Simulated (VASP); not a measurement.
GaCuSe2:

```
Ga Cu Se
1.0
    -2.78830    2.78830    5.54007
     2.78830   -2.78830    5.54007
     2.78830    2.78830   -5.54007
Ga Cu Se
2 2 4
Direct
  0.50000 0.50000 0.00000
  0.25000 0.75000 0.50000
  0.00000 0.00000 0.00000
  0.75000 0.25000 0.50000
  0.37500 0.36721 0.49221
  0.63279 0.12500 0.00779
  0.87500 0.88279 0.50779
  0.11721 0.62500 0.99221
```

Base run:

```yaml
Program: VASP 6.6.1
Functional: PBE
Potentials_or_basis: VASP PAW PBE potentials, release 64 (Ga_d, Cu, Se)
Cutoff: 520 eV
k_mesh: 10 × 10 × 10
Occupations: methfessel-paxton, width 0.1 eV
Spin: no spin polarisation
```

Its results: band gap on the k mesh 0.21 eV, direct; pressure 3.6 GPa; largest force 0.053 eV/Å.

Task: The run is repeated on the same cell with these changes: functional from PBE to r2SCAN. What comes out?

Result: Band gap on the k mesh 0.57 eV, direct; pressure 0.9 GPa; largest force 0.206 eV/Å.

r2SCAN gives the wider gap, since meta-GGAs in the generalised Kohn-Sham scheme recover part of the derivative discontinuity.

Caveats: the PAW data sets were made with another functional, which shifts forces and pressure a little (some runs).
